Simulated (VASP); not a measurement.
Level of theory: LDA (Ceperley-Alder, Perdew-Zunger), VASP's LDA PAW potentials (set 64) (plane waves; VASP).

VASP ran on this input.

### KPOINTS
```
Automatic mesh
0
Gamma
8 8 8
0 0 0
```

POSCAR:
```
Al2Cu
1.0
 -3.0092452429   3.0092452429   2.3333839417
  3.0092452429  -3.0092452429   2.3333839417
  3.0092452429   3.0092452429  -2.3333839417
Al Cu
4 2
direct
  0.6574265455   0.1574265455   0.8148530910
  0.1574265455   0.3425734545   0.5000000000
  0.8425734545   0.6574265455   0.5000000000
  0.3425734545   0.8425734545   0.1851469090
  0.7500000000   0.7500000000   0.0000000000
  0.2500000000   0.2500000000   0.0000000000
```

**INCAR**
```
SYSTEM = Al2Cu
PREC = Accurate
ENCUT = 400
EDIFF = 1E-6
NELM = 100
ALGO = Normal
LREAL = .FALSE.
LASPH = .TRUE.
ISMEAR = 1
SIGMA = 0.1
LMAXMIX = 4
LWAVE = .FALSE.
LCHARG = .FALSE.
IBRION = 2
ISIF = 3
NSW = 60
EDIFFG = -0.02
```

POTCAR, in this order: Al Cu (LDA.64 set). Program: vasp_std.

The run wrote:

### OUTCAR
```
 ion  position               nearest neighbor table
   1  0.657  0.157  0.815-   6 2.55   5 2.55   5 2.55   6 2.55   4 2.68   4 2.82   4 2.82   2 3.01
                             3 3.01   2 3.01   3 3.01   3 3.21   2 3.21   2 3.21   3 3.21
   2  0.157  0.343  0.500-   5 2.55   6 2.55   6 2.55   5 2.55   3 2.68   3 2.82   3 2.82   1 3.01
                             4 3.01   1 3.01   4 3.01   4 3.21   1 3.21   1 3.21   4 3.21
   3  0.843  0.657  0.500-   6 2.55   5 2.55   5 2.55   6 2.55   2 2.68   2 2.82   2 2.82   1 3.01
                             1 3.01   4 3.01   4 3.01   1 3.21   4 3.21   4 3.21   1 3.21
   4  0.343  0.843  0.185-   5 2.55   6 2.55   6 2.55   5 2.55   1 2.68   1 2.82   1 2.82   2 3.01
                             3 3.01   3 3.01   2 3.01   3 3.21   2 3.21   3 3.21   2 3.21
   5  0.750  0.750  0.000-   6 2.33   6 2.33   1 2.55   3 2.55   4 2.55   4 2.55   3 2.55   1 2.55
                             2 2.55   2 2.55
   6  0.250  0.250  0.000-   5 2.33   5 2.33   1 2.55   2 2.55   4 2.55   3 2.55   2 2.55   3 2.55
                             1 2.55   4 2.55
  LATTYP: Found a body centered tetragonal cell.
 ALAT       =     6.0184904858
 C/A-ratio  =     0.7754050446
 Subroutine PRICEL returns:
 Original cell was already a primitive cell.
 Subroutine GETGRP returns: Found 16 space group operations
The static configuration has the point symmetry C_4h.
 The point group associated with its full space group is D_4h.
The dynamic configuration has the point symmetry C_4h.
 Subroutine INISYM returns: Found 16 space group operations
 Subroutine IBZKPT returns following result:
 Found     59 irreducible k-points:
...
```

### OSZICAR
```
       N       E                     dE             d eps       ncg     rms          rms(c)
DAV:   1     0.174701802177E+03    0.17470E+03   -0.11988E+04  2478   0.153E+03
DAV:   2    -0.207223151779E+02   -0.19542E+03   -0.18932E+03  2478   0.318E+02
DAV:   3    -0.317761034706E+02   -0.11054E+02   -0.10503E+02  3533   0.999E+01
DAV:   4    -0.321073115791E+02   -0.33121E+00   -0.32977E+00  3881   0.149E+01
DAV:   5    -0.321125125255E+02   -0.52009E-02   -0.51998E-02  3528   0.179E+00    0.213E+01
DAV:   6    -0.365675794895E+02   -0.44551E+01   -0.15670E+02  3179   0.342E+02    0.175E+01
DAV:   7    -0.276747856850E+02    0.88928E+01   -0.36020E+01  3157   0.137E+02    0.408E+00
DAV:   8    -0.272816426634E+02    0.39314E+00   -0.38165E+00  3892   0.420E+01    0.121E+00
DAV:   9    -0.272590063167E+02    0.22636E-01   -0.17793E-01  3295   0.316E+00    0.591E-01
DAV:  10    -0.272571664022E+02    0.18399E-02   -0.81357E-03  3717   0.877E-01    0.439E-01
DAV:  11    -0.272550026774E+02    0.21637E-02   -0.22408E-03  3957   0.119E+00    0.264E-01
DAV:  12    -0.272535986906E+02    0.14040E-02   -0.80849E-03  3924   0.235E+00    0.233E-02
DAV:  13    -0.272536333664E+02   -0.34676E-04   -0.45662E-04  3453   0.211E-01    0.214E-02
DAV:  14    -0.272536318128E+02    0.15536E-05   -0.10632E-05  3340   0.366E-02    0.117E-02
DAV:  15    -0.272536304134E+02    0.13994E-05   -0.11818E-05  3576   0.859E-02    0.542E-03
DAV:  16    -0.272536304050E+02    0.84060E-08   -0.56842E-07  1714   0.783E-03
   1 F= -.27253630E+02 E0= -.27254174E+02  d E =-.272536E+02
       N       E                     dE             d eps       ncg     rms          rms(c)
DAV:   1    -0.273578201112E+02   -0.10419E+00   -0.21166E+00  3242   0.169E+01    0.192E+00
DAV:   2    -0.273183314663E+02    0.39489E-01   -0.46555E-01  3652   0.193E+01    0.142E+00
DAV:   3    -0.272856772568E+02    0.32654E-01   -0.18208E-01  3400   0.126E+01    0.737E-01
DAV:   4    -0.272744398679E+02    0.11237E-01   -0.20571E-02  3764   0.276E+00    0.124E-01
DAV:   5    -0.272744005456E+02    0.39322E-04   -0.31068E-03  3850   0.120E+00    0.492E-02
DAV:   6    -0.272743633575E+02    0.37188E-04   -0.30980E-04  3897   0.452E-01    0.159E-02
DAV:   7    -0.272743634732E+02   -0.11573E-06   -0.12053E-05  3914   0.753E-02    0.319E-03
DAV:   8    -0.272743633330E+02    0.14018E-06   -0.34364E-07  1684   0.139E-02
   2 F= -.27274363E+02 E0= -.27273951E+02  d E =-.207329E-01
       N       E                     dE             d eps       ncg     rms          rms(c)
DAV:   1    -0.272745217750E+02   -0.15830E-03   -0.31024E-03  3263   0.675E-01    0.735E-02
DAV:   2    -0.272744632598E+02    0.58515E-04   -0.68615E-04  3654   0.751E-01    0.542E-02
DAV:   3    -0.272744163477E+02    0.46912E-04   -0.26763E-04  3412   0.485E-01    0.284E-02
DAV:   4    -0.272743995375E+02    0.16810E-04   -0.30916E-05  3767   0.115E-01    0.402E-03
DAV:   5    -0.272743995069E+02    0.30574E-07   -0.31497E-06  2026   0.372E-02
   3 F= -.27274400E+02 E0= -.27273999E+02  d E =-.207691E-01
       N       E                     dE             d eps       ncg     rms          rms(c)
DAV:   1    -0.272752916665E+02   -0.89213E-03   -0.89266E-03  3726   0.161E+00    0.127E-01
DAV:   2    -0.272752806984E+02    0.10968E-04   -0.40107E-03  3633   0.182E+00    0.982E-02
DAV:   3    -0.272750585128E+02    0.22219E-03   -0.12102E-03  3581   0.104E+00    0.249E-02
DAV:   4    -0.272750495389E+02    0.89738E-05   -0.56203E-05  3364   0.703E-02    0.804E-03
DAV:   5    -0.272750483264E+02    0.12125E-05   -0.55067E-06  2859   0.591E-02    0.260E-03
DAV:   6    -0.272750482668E+02    0.59659E-07   -0.55359E-07  1658   0.108E-02
   4 F= -.27275048E+02 E0= -.27274629E+02  d E =-.648760E-03
       N       E                     dE             d eps       ncg     rms          rms(c)
DAV:   1    -0.272755497220E+02   -0.50140E-03   -0.71521E-03  3724   0.144E+00    0.113E-01
DAV:   2    -0.272755406102E+02    0.91118E-05   -0.31957E-03  3638   0.163E+00    0.875E-02
DAV:   3    -0.272753635272E+02    0.17708E-03   -0.96426E-04  3589   0.925E-01    0.224E-02
DAV:   4    -0.272753563108E+02    0.72164E-05   -0.45442E-05  3398   0.629E-02    0.722E-03
DAV:   5    -0.272753553083E+02    0.10026E-05   -0.42844E-06  2537   0.531E-02    0.235E-03
DAV:   6    -0.272753552754E+02    0.32881E-07   -0.68312E-07  1650   0.104E-02
   5 F= -.27275355E+02 E0= -.27274924E+02  d E =-.955769E-03
```

**OUTCAR**
```
------------------------ aborting loop because EDIFF is reached ----------------------------------------
  FORCE on cell =-STRESS in cart. coord.  units (eV):
  Direction    XX          YY          ZZ          XY          YZ          ZX
  --------------------------------------------------------------------------------------
  Total       -0.0255478     -0.0255478     -0.0054612      0.0000000      0.0000000      0.0000000
  in kB       -0.4856379     -0.4856379     -0.1038127      0.0000000      0.0000000      0.0000000
  external PRESSURE =      -0.3583628 kB  Pullay stress =       0.0000000 kB
  volume of cell :       84.29
      direct lattice vectors                 reciprocal lattice vectors
    -2.984123737  2.984123737  2.366230803     0.000000000  0.167553374  0.211306521
     2.984123737 -2.984123737  2.366230803     0.167553374  0.000000000  0.211306521
     2.984123737  2.984123737 -2.366230803     0.167553374  0.167553374  0.000000000
 POSITION                                       TOTAL-FORCE (eV/Angst)
 -----------------------------------------------------------------------------------
      0.94392      3.92804      0.00000         0.011051      0.011051      0.000000
      2.04021      0.94392      0.00000        -0.011051      0.011051      0.000000
      0.94392      2.04021      2.36623         0.011051     -0.011051      0.000000
      2.04021     -0.94392      2.36623        -0.011051     -0.011051     -0.000000
      0.00000      0.00000      3.54935         0.000000     -0.000000      0.000000
      0.00000      0.00000      1.18312         0.000000      0.000000      0.000000
 -----------------------------------------------------------------------------------
    total drift:                               -0.000000      0.000000     -0.000000
  FREE ENERGIE OF THE ION-ELECTRON SYSTEM (eV)
  ---------------------------------------------------
  free  energy   TOTEN  =       -27.2753552754 eV

  energy  without entropy=      -27.2740602514  energy(sigma->0) =      -27.27492360

 reached required accuracy - stopping structural energy minimisation
```
(Selected blocks of OUTCAR.)

File CONTCAR:
```
Al2Cu
   1.00000000000000
    -2.9841237373196292    2.9841237373196292    2.3662308031593060
     2.9841237373196292   -2.9841237373196292    2.3662308031593060
     2.9841237373196292    2.9841237373196292   -2.3662308031593060
  Al              Cu
     4     2
Direct
     0.6581563958552298    0.1581563958552297    0.8163127917104595
     0.1581563958552297    0.3418436041447703    0.5000000000000000
     0.8418436041447702    0.6581563958552298    0.5000000000000000
     0.3418436041447703    0.8418436041447702    0.1836872082895405
     0.7500000000000000    0.7500000000000000    0.0000000000000000
     0.2500000000000000    0.2500000000000000    0.0000000000000000
```

**OUTCAR**
```
 val. band max:        8.3581331580   @ k =   0.2500   0.2500  -0.0000

 cond. band min:       8.4271079079   @ k =   0.3750   0.2500  -0.0000


 Fermi energy:         8.4152139994

 k-point     1 :       0.0000    0.0000    0.0000
  band No.  band energies     occupation
      1      -2.7150      2.00000
      2       2.7858      2.00000
      3       2.9309      2.00000
      4       2.9830      2.00000
      5       2.9830      2.00000
      6       3.9314      2.00000
      7       4.1111      2.00000
      8       4.4133      2.00000
      9       4.7636      2.00000
     10       5.0538      2.00000
     11       5.0538      2.00000
     12       5.3086      2.00000
     13       5.3086      2.00000
     14       6.2747      2.00000
     15       7.0888      2.00000
     16       7.2090      2.00000
     17       7.2090      2.00000
     18       7.5483      2.00000
     19       8.2526      2.04368
     20       8.4528      0.41107
     21      10.1055     -0.00000

 k-point     2 :       0.1250    0.0000   -0.0000
  band No.  band energies     occupation
      1      -2.5439      2.00000
      2       2.7774      2.00000
      3       2.9488      2.00000
      4       2.9777      2.00000
      5       2.9808      2.00000
      6       3.9039      2.00000
      7       4.0239      2.00000
      8       4.3760      2.00000
      9       4.6206      2.00000
     10       4.6704      2.00000
     11       4.7352      2.00000
     12       5.2755      2.00000
     13       5.5004      2.00000
     14       6.0077      2.00000
     15       6.6938      2.00000
     16       6.8117      2.00000
     17       6.9829      2.00000
     18       7.5162      2.00000
     19       8.1518      2.00124
     20       9.6857     -0.00000
     21      10.7230      0.00000

 k-point     3 :       0.2500    0.0000   -0.0000
  band No.  band energies     occupation
      1      -2.0337      2.00000
      2       2.5482      2.00000
      3       2.7693      2.00000
...
```

The compound is Al2Cu in the sg140 structure. This run relaxes it. Symmetry was kept, so distortions that lower it aren't found. The start is the result of an earlier pass.
